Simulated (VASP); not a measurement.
A run of VASP 6.6.1 is set up as follows.

INCAR

```
ALGO     = Normal         # electronic algorithm
EDIFF    = 1E-7           # SCF threshold, eV
ENCUT    = 520            # plane-wave cutoff, eV
GGA      = PE             # functional
ISIF     = 2              # what is computed and relaxed
ISMEAR   = 0              # smearing method
LASPH    = True           # aspherical terms in the spheres
LCHARG   = False          # write CHGCAR
LREAL    = False          # projectors in reciprocal space
LWAVE    = False          # write WAVECAR
NBANDS   = 19             # bands
NELM     = 80             # most SCF steps
PREC     = Accurate       # precision mode
SIGMA    = 0.01           # smearing width, eV
```

Contents of KPOINTS:

```
k-points
0
Gamma
  1 1 1
```

File POSCAR:

```
SbHCSeO
1.0
   12.0000000000      0.0000000000      0.0000000000
    0.0000000000     13.0000000000      0.0000000000
    0.0000000000      0.0000000000     11.0000000000
O C Se Sb H
1 1 1 1 1
Direct
    0.6059458300      0.3811346200      0.5900727300
    0.5435125000      0.4469115400      0.5628545500
    0.3962208300      0.4568500000      0.4977090900
    0.5202791700      0.6148961500      0.5557545500
    0.5836791700      0.6220961500      0.4161090900
```

Potentials or basis: VASP PAW PBE potentials, release 64 (O, C, Se, Sb, H).

Run with:

```sh
$ cat potpaw_PBE.64/O/POTCAR potpaw_PBE.64/C/POTCAR potpaw_PBE.64/Se/POTCAR potpaw_PBE.64/Sb/POTCAR potpaw_PBE.64/H/POTCAR > POTCAR
$ mpirun -np 1 vasp_gam > vasp.out
```

(1) What does it give for the largest force?

(2) Predict the gap between the frontier levels.

Results:

(1) 2.014 eV/Å.

(2) 2.48 eV.

Caveat: the standard files for N, O and F lose accuracy on very short bonds; spin-orbit coupling is left out, which moves the levels of the heavy elements.
